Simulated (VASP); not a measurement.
Input:

```xyz
2
Lattice="0.0000 3.1110 3.1110 3.1110 0.0000 3.1110 3.1110 3.1110 0.0000" Properties=species:S:1:pos:R:3 pbc="T T T"
Ga     0.0000     0.0000     0.0000
Sb     1.5555     1.5555     1.5555
```

These are PBE GGA, VASP's PBE PAW potentials (set 64) (plane waves; VASP) values and carry that method's errors. Settings: 400 eV cut-off, 7×7×7 Γ-centred mesh, Gaussian smearing of 0.050 eV, potentials Ga_d Sb.

Unless said otherwise, spin-orbit coupling is left out, though it shifts the bands of the heavy elements here.

**Question.** Predict the energy per atom (σ→0), band gap (on the k-mesh) with the smallest direct gap where there is one.

**Answer.** 
The band gap (on the k-mesh) is none (metal, semimetal or under 0.01 eV) and the energy per atom (σ→0) comes out as -355.0 kJ/mol of atoms.

The absolute energy has meaning only against runs of the same code, potentials and settings.

The compound is GaSb in the zinc blende structure. The cell was not relaxed at this level.
